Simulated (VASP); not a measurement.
Method: PBE GGA, VASP's PBE PAW potentials (set 64) (plane waves; VASP 6.6.1).

Input for VASP

INCAR:
```
! general
SYSTEM=Al
PREC  =Accurate
ENCUT =500   ! plane-wave cut-off (eV)
LREAL =.FALSE.   ! projection in real space or not
LASPH =.TRUE.   ! aspherical one-centre terms

! electronic loop
EDIFF =1E-6   ! SCF stop (eV)
NELM  =100
ALGO  =Normal

! smearing
ISMEAR=1
SIGMA =0.1   ! width (eV)

! functional
GGA   =PE   ! PBE

! ions
IBRION=2   ! conjugate gradients
NSW   =40   ! most ionic steps
ISIF  =3
EDIFFG=-0.02

! output
LWAVE =.FALSE.
LCHARG=.FALSE.
```

POSCAR:
```
Al
1
    0.0000000000     2.0177177771     2.0177177771
    2.0177177771    -0.0000000000     2.0177177771
    2.0177177771     2.0177177771     0.0000000000
Al
1
Direct
  0.0000000000   0.0000000000   0.0000000000
```

### KPOINTS
```
Automatic mesh
0
Gamma
15 15 15
0 0 0
```

POTCAR, in this order: Al (PBE.64 set). Program: vasp_std.

**Question.** What will the output report for the number of irreducible k-points (NKPTS), largest plane-wave count, number of space-group operations, FFT grid (NGX, NGY, NGZ)?

**Answer.** 
```yaml
number of irreducible k-points (NKPTS): 120
largest_plane_wave_count: 432
number_of_space_group_operations: 48
FFT grid (NGX, NGY, NGZ): 24 × 24 × 24
```

The compound is Al in the fcc structure. It was relaxed first.
